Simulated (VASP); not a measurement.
Data:

```
CELL_PARAMETERS angstrom
      0.00000     2.00251     2.00251
      2.00251     0.00000     2.00251
      2.00251     2.00251     0.00000
ATOMIC_POSITIONS crystal
  Au 0.00000 0.00000 0.00000
```

These are SCAN meta-GGA, VASP's PBE PAW potentials (set 64) (plane waves; VASP) values and carry that method's errors. Run with 520 eV cut-off, 15×15×15 Γ-centred mesh, first-order Methfessel-Paxton smearing of 0.10 eV, potentials Au.

**Question.** Give the stress tensor in GPa (positive for a compressed cell).

**Answer.** 
```
12.08   0.00   0.00
 0.00  12.08   0.00
 0.00   0.00  12.08
```
The pressure is its mean diagonal, 12.08 GPa.

The compound is Au in the fcc structure. This cell is one point of a volume scan, at 0.94 of the reference volume.
